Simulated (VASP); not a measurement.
Level of theory: MS2 meta-GGA, VASP's PBE PAW potentials (set 64) (plane waves; VASP 6.6.1).

VASP input:

KPOINTS:
```
K-points
0
Gamma
9 9 9
0 0 0
```

**POSCAR**
```
PbS
1
    0.0000000000     2.9725253265     2.9725253265
    2.9725253265     0.0000000000     2.9725253265
    2.9725253265     2.9725253265    -0.0000000000
Pb S
1 1
Direct
  0.0000000000   0.0000000000   0.0000000000
  0.5000000000   0.5000000000   0.5000000000
```

**INCAR**
```
SYSTEM=PbS
PREC=Accurate; ENCUT=520; LREAL=.False.
LASPH=.True.
EDIFF=1E-7; NELM=100; ALGO=Normal
LMAXMIX=4; LMIXTAU=.True.
ISMEAR=-5
METAGGA=MS2
ISIF=2
LWAVE=.False.; LCHARG=.False.; LORBIT=11
NEDOS=601
```

KPOINTS_OPT:
```
k-points along high-symmetry lines
10
Line-mode
Reciprocal
  0.000000   0.000000   0.000000 ! GAMMA
  0.500000   0.000000   0.500000 ! X

  0.500000   0.000000   0.500000 ! X
  0.625000   0.250000   0.625000 ! U

  0.375000   0.375000   0.750000 ! K
  0.000000   0.000000   0.000000 ! GAMMA

  0.000000   0.000000   0.000000 ! GAMMA
  0.500000   0.500000   0.500000 ! L

  0.500000   0.500000   0.500000 ! L
  0.500000   0.250000   0.750000 ! W

  0.500000   0.250000   0.750000 ! W
  0.500000   0.000000   0.500000 ! X
```

POTCAR, in this order: Pb_d S (PBE.64 set). Program: vasp_std.

Output of the run:

### OSZICAR
```
       N       E                     dE             d eps       ncg     rms          rms(c)
DAV:   1     0.155107920879E+03    0.15511E+03   -0.89846E+03   980   0.137E+03
DAV:   2     0.361026289368E+01   -0.15150E+03   -0.14811E+03  1034   0.332E+02
DAV:   3    -0.808684530436E+01   -0.11697E+02   -0.11586E+02  1330   0.985E+01
DAV:   4    -0.833596742597E+01   -0.24912E+00   -0.24897E+00  1076   0.164E+01
DAV:   5    -0.834443361008E+01   -0.84662E-02   -0.84661E-02  1486   0.294E+00    0.718E+00
DAV:   6     0.730700618233E+01    0.15651E+02   -0.26651E+01  1190   0.124E+02    0.328E+00
DAV:   7     0.645229364766E+01   -0.85471E+00   -0.10056E+00   992   0.148E+01    0.313E+00
DAV:   8     0.675753059912E+01    0.30524E+00   -0.40217E-01   986   0.741E+00    0.127E+00
DAV:   9     0.617130050995E+01   -0.58623E+00   -0.72250E-01   980   0.136E+01    0.100E+00
DAV:  10     0.648221630935E+01    0.31092E+00   -0.58404E-01   980   0.120E+01    0.108E+00
DAV:  11     0.646650358022E+01   -0.15713E-01   -0.12384E-01  1160   0.603E+00    0.376E-01
DAV:  12     0.647470476577E+01    0.82012E-02   -0.32611E-03  1058   0.682E-01    0.454E-01
DAV:  13     0.647679843022E+01    0.20937E-02   -0.20502E-04  1040   0.238E-01    0.473E-01
DAV:  14     0.646300694825E+01   -0.13791E-01   -0.32499E-03   980   0.929E-01    0.512E-01
DAV:  15     0.645835127298E+01   -0.46557E-02   -0.58255E-03   992   0.886E-01    0.241E-01
DAV:  16     0.645815171935E+01   -0.19955E-03   -0.32307E-04  1262   0.170E-01    0.245E-01
DAV:  17     0.645821209438E+01    0.60375E-04   -0.35710E-05  1016   0.860E-02    0.235E-01
DAV:  18     0.645823214055E+01    0.20046E-04   -0.14339E-04  1142   0.208E-01    0.157E-01
DAV:  19     0.645823841613E+01    0.62756E-05   -0.34231E-05  1076   0.111E-01    0.153E-01
DAV:  20     0.645820500050E+01   -0.33416E-04   -0.64358E-06  1010   0.386E-02    0.133E-01
DAV:  21     0.645821570687E+01    0.10706E-04   -0.52984E-06  1040   0.451E-02    0.108E-01
DAV:  22     0.645821602226E+01    0.31539E-06   -0.30821E-06  1110   0.139E-02    0.870E-02
DAV:  23     0.645822132284E+01    0.53006E-05   -0.94410E-06  1286   0.379E-02    0.582E-02
DAV:  24     0.645821643657E+01   -0.48863E-05   -0.20149E-05  1144   0.337E-02    0.253E-02
DAV:  25     0.645821456576E+01   -0.18708E-05   -0.46982E-06  1142   0.166E-02    0.116E-02
DAV:  26     0.645821330836E+01   -0.12574E-05   -0.17565E-07   916   0.477E-03    0.954E-03
DAV:  27     0.645821321650E+01   -0.91860E-07   -0.96285E-08   718   0.397E-03
   1 F= 0.64582132E+01 E0= 0.64582132E+01  d E =0.000000E+00
       N       E                     dE             ncg
       N       E                     dE             ncg
```

### OUTCAR
```
------------------------ aborting loop because EDIFF is reached ----------------------------------------
  FORCE on cell =-STRESS in cart. coord.  units (eV):
  Direction    XX          YY          ZZ          XY          YZ          ZX
  --------------------------------------------------------------------------------------
  Total        0.0084330      0.0084330      0.0084330     -0.0000000     -0.0000000     -0.0000000
  in kB        0.2572079      0.2572079      0.2572079     -0.0000000     -0.0000000     -0.0000000
  external PRESSURE =       0.2572079 kB  Pullay stress =       0.0000000 kB
  volume of cell :       52.53
      direct lattice vectors                 reciprocal lattice vectors
     0.000000000  2.972525327  2.972525327    -0.168207145  0.168207145  0.168207145
     2.972525327  0.000000000  2.972525327     0.168207145 -0.168207145  0.168207145
     2.972525327  2.972525327  0.000000000     0.168207145  0.168207145 -0.168207145
  FREE ENERGIE OF THE ION-ELECTRON SYSTEM (eV)
  ---------------------------------------------------
  free  energy   TOTEN  =         6.4582132165 eV

  energy  without entropy=        6.4582132165  energy(sigma->0) =        6.45821322

 total charge

# of ion       s       p       d       tot
------------------------------------------
    1        1.581   0.510   9.837  11.928
    2        1.339   2.357   0.000   3.696
--------------------------------------------------
tot          2.920   2.867   9.837  15.625
```
(Selected blocks of OUTCAR.)

The compound is PbS in the rock salt structure. It was relaxed first.
